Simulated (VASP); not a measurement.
Input:

```yaml
crystal:
  lattice:
    - [3.32046, 0.00000, 0.00000]
    - [-1.66023, 2.87560, 0.00000]
    - [0.00000, 0.00000, 5.96745]
  atoms:
    - { symbol: Ta, position: [0.00000, 0.00000, 0.00000] }
    - { symbol: S, position: [0.33333, 0.66667, 0.25816] }
    - { symbol: S, position: [0.66667, 0.33333, 0.74184] }
```

Method: PBEsol GGA, VASP's PBE PAW potentials (set 64) (plane waves; VASP 6.6.1). Numerical set-up: 400 eV cut-off, 14×14×7 Γ-centred mesh, tetrahedra with Blöchl corrections, potentials Ta_pv S.

Without a dispersion term in the relaxation, distances and binding between the weakly bound layers, chains or molecules are unreliable, and so is what depends on them.  Unless said otherwise, spin-orbit coupling is left out, though it shifts the bands of the heavy elements here.

Problem. Tabulate the total density of states (states/eV per cell) against energy (eV; zero at the valence-band maximum or, without a gap, the Fermi level).

Solution. 
```
E (eV) | DOS (states/eV)
    -9.99 |  0.00
    -9.47 |  0.00
    -8.85 |  0.00
    -8.32 |  0.00
    -7.70 |  0.00
    -7.18 |  0.00
    -6.66 | ##### 0.91
    -6.03 | ########## 1.91
    -5.51 | ############# 2.46
    -4.99 | ############ 2.26
    -4.37 | ############### 2.85
    -3.85 | ############################## 5.68
    -3.33 | ########## 1.96
    -2.70 | ############ 2.22
    -2.18 | ########### 2.08
    -1.56 | #### 0.72
    -1.04 | ### 0.54
    -0.52 | ##### 0.93
     0.11 | ######### 1.62
     0.63 | ##### 0.86
     1.25 | ######## 1.57
     1.78 | ######## 1.56
     2.30 | ######### 1.62
     2.92 | ############## 2.69
     3.44 | ### 0.49
```
Within 2 eV below the Fermi level the largest weight inside VASP's projection spheres is S p, then Ta d.

The structure was generated: TaS2 was put into the CdI2 type (P-3m1), which need not be its known phase. It was relaxed first, which changed the volume by -12 %. The electron count is odd and the run is not spin-polarised, which forces a metal.
